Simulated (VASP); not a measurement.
Input of a VASP 6.6.1 run:

The input INCAR:

```
ALGO = Fast
EDIFF = 1E-7
ENCUT = 520
GGA = PS
ISIF = 2
ISMEAR = 0
LASPH = True
LCHARG = False
LORBIT = 11
LREAL = False
LWAVE = False
NELM = 100
PREC = Accurate
SIGMA = 0.02
```

Contents of KPOINTS:

```
k-points
0
Gamma
  9 9 9
```

Contents of POSCAR:

```
Si2N
1.0
   -2.0455600000      2.0455600000      2.3983700000
    2.0455600000     -2.0455600000      2.3983700000
    2.0455600000      2.0455600000     -2.3983700000
Si N
2 1
Direct
    0.7500000000      0.2500000000      0.5000000000
    0.2500000000      0.7500000000      0.5000000000
    0.0000000000      0.0000000000      0.0000000000
```

Potentials or basis: VASP PAW PBE potentials, release 64 (Si, N).

Run with:

```bash
$ cat potpaw_PBE.64/Si/POTCAR potpaw_PBE.64/N/POTCAR > POTCAR
$ mpirun -np 1 vasp_std > vasp.out
```

(1) Estimate the band gap on the k mesh.

(2) Predict the pressure.

## Answers

(1) none (metal or under the smearing width).

(2) -3.0 GPa.

Caveat: the PAW data sets were made with another functional, which shifts forces and pressure a little.
